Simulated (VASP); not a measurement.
VASP ran on this input.

### POSCAR
```
WC
1
    1.4810202646    -2.5652024229     0.0000000000
    1.4810202646     2.5652024229     0.0000000000
    0.0000000000     0.0000000000     2.8843599152
W C
1 1
Direct
  0.0000000000   0.0000000000   0.0000000000
  0.3333330000   0.6666670000   0.5000000000
```

INCAR:
```
! general
SYSTEM =WC
PREC   =Accurate
ENCUT  =520   ! plane-wave cut-off (eV)
LREAL  =.FALSE.
LASPH  =.TRUE.

! electronic loop
EDIFF  =1E-7   ! SCF stop (eV)
NELM   =100
ALGO   =Normal   ! blocked Davidson
LMAXMIX=6   ! l cut-off of mixed one-centre charges

! smearing
ISMEAR =1
SIGMA  =0.1   ! width (eV)

! functional
GGA    =RE   ! revPBE

! ions
IBRION =2
NSW    =30
ISIF   =4   ! ions and shape, fixed volume
EDIFFG =-0.01

! output
LWAVE  =.FALSE.
LCHARG =.FALSE.
```

KPOINTS:
```
Automatic mesh
0
Gamma
14 14 13
0 0 0
```

POTCAR, in this order: W_sv C (PBE.64 set). Program: vasp_std.

Problem. Translate this revPBE calculation to Quantum ESPRESSO's pw.x.

Solution. One equivalent input (not run):
```
&CONTROL
  calculation = 'vc-relax'
  pseudo_dir = './pseudo'
  outdir = './out'
  tprnfor = .true.
  tstress = .true.
  nstep = 30
  forc_conv_thr = 0.00039
/
&SYSTEM
  ibrav = 0
  nat = 2
  ntyp = 2
  ecutwfc = 82
  occupations = 'smearing'
  smearing = 'methfessel-paxton'
  degauss = 0.00735
  input_dft = 'revpbe'
/
&ELECTRONS
  conv_thr = 7.3e-09
  electron_maxstep = 100
/
&IONS
/
&CELL
  cell_dofree = 'shape'
/
ATOMIC_SPECIES
  W 183.840 W.upf
  C 12.011 C.upf
CELL_PARAMETERS angstrom
     1.4810203   -2.5652024    0.0000000
     1.4810203    2.5652024    0.0000000
     0.0000000    0.0000000    2.8843599
ATOMIC_POSITIONS crystal
  W    0.0000000  0.0000000  0.0000000
  C    0.3333330  0.6666670  0.5000000
K_POINTS automatic
  14 14 13 0 0 0
```
What does not carry over: the potentials are each code's own (VASP's PAW set, PseudoDojo norm-conserving files in pw.x), so ENCUT and ecutwfc are chosen apart and not converted; conv_thr bounds pw.x's estimated SCF error, while EDIFF bounds the energy change between steps; forc_conv_thr acts on force components and is met together with etot_conv_thr.

The compound is WC in the wc structure. This cell is one point of a volume scan, at 1.03 of the reference volume. Symmetry was kept, so distortions that lower it aren't found.
